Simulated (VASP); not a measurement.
Consider the following.

```xyz
10
Lattice="2.5672 1.4822 4.6297 -2.5672 1.4822 4.6297 0.0000 -2.9644 4.6297" Properties=species:S:1:pos:R:3 pbc="T T T"
Li     0.0000     0.0000     3.9037
Li     0.0000     0.0000    10.8482
Nb     0.0000     0.0000    13.8769
Nb     0.0000     0.0000     6.9324
O     -0.6550    -1.4365     5.4950
O      1.5715     0.1510     5.4950
O     -0.9166     1.2855     5.4950
O     -1.6507    -0.1967     7.8098
O      0.6550     1.5279     7.8098
O      0.9957    -1.3312     7.8098
```

The numbers are results of r2SCAN meta-GGA, VASP's PBE PAW potentials (set 64) (plane waves; VASP), not measurements. Settings: 520 eV cut-off, 6×6×6 Γ-centred mesh, tetrahedra with Blöchl corrections, potentials Li_sv Nb_sv O.

The cores are frozen, which limits the accuracy of field gradients.

Question: Give the principal components of the electric field gradient (V/Å²) and the asymmetry η at each nucleus.

Answer: 
```
atom    Vxx    Vyy   Vzz     η
----  -----  -----  ----  ----
Li1    -0.1   -0.1   0.2     -
Li2    -0.1   -0.1   0.2     -
Nb3   -16.3  -16.3  32.7  0.00
Nb4   -16.3  -16.3  32.7  0.00
O5    -18.8    0.0  18.8  1.00
O6    -18.8    0.0  18.8  1.00
O7    -18.8    0.0  18.8  1.00
O8    -18.8    0.0  18.8  1.00
O9    -18.8    0.0  18.8  1.00
O10   -18.8    0.0  18.8  1.00
```

The structure comes from a measured LiNbO3 entry (R3c) of the Crystallography Open Database, whose conditions weren't checked. It was relaxed first.
